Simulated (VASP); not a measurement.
VASP runs on NiO (space group Fm-3m) share one base input (PBE GGA, plane waves, VASP's PBE PAW potentials (set 64)) and change the settings named in each case.

KPOINTS:
```
Automatic mesh
0
G
 6 6 6
0 0 0
```

File POSCAR:
```
NiO
1
    4.1800000000     2.0900000000     2.0900000000
    2.0900000000     4.1800000000     2.0900000000
    2.0900000000     2.0900000000     4.1800000000
Ni O
2 2
Direct
  0.0000000000   0.0000000000   0.0000000000
  0.5000000000   0.5000000000   0.5000000000
  0.2500000000   0.2500000000   0.2500000000
  0.7500000000   0.7500000000   0.7500000000
```

### INCAR
```
# general
SYSTEM  = NiO
PREC    = Accurate
ENCUT   = 400
LREAL   = F
LASPH   = T

# electronic loop
EDIFF   = 1E-6
NELM    = 100
ALGO    = Normal
LMAXMIX = 4

# smearing
ISMEAR  = -1
SIGMA   = 0.02   # width (eV)

# functional
GGA     = PE

# spin
ISPIN   = 2   # spin-polarised
MAGMOM  = 2.0 -2.0 2*0.0

# ions
ISIF    = 2

# output
LWAVE   = F
LCHARG  = F
LORBIT  = 11   # lm-projected
```

POTCAR, in this order: Ni O (PBE.64 set). Program: vasp_std.

```json
[
 {"change": "base run", "E(σ→0) (eV/atom)": "-5.8791", "pressure (GPa)": "-4.42"},
 {"change": "GGA removed, POTCAR Ni O (LDA.64 set)", "E(σ→0) (eV/atom)": "-6.7218", "pressure (GPa)": "-24.17"},
 {"change": "KPOINTS 7×7×7 Γ-centred mesh", "E(σ→0) (eV/atom)": "-5.8802", "pressure (GPa)": "-4.26"},
 {"change": "LDAU = .TRUE., LDAUJ = 0 0, LDAUL = 2 -1, LDAUTYPE = 2, LDAUU = 2.0 0", "E(σ→0) (eV/atom)": "-5.5667", "pressure (GPa)": "-4.22"}
]
```
 Energies of different potentials or functionals have different zeros.  At 400 eV the pressure can carry a Pulay error.

Left out are runs that ran out of time, are held back, or changed the cell or the kind of run, fixed moments of cells without a moment, rows past the twelfth, gaps on odd meshes, pressures of charged cells and columns that move by less than the noise.

The structure is a typed NiO crystal (Fm-3m). The cell was not relaxed at this level. The spin order is the one that the start imposed; others were not tried in this run.
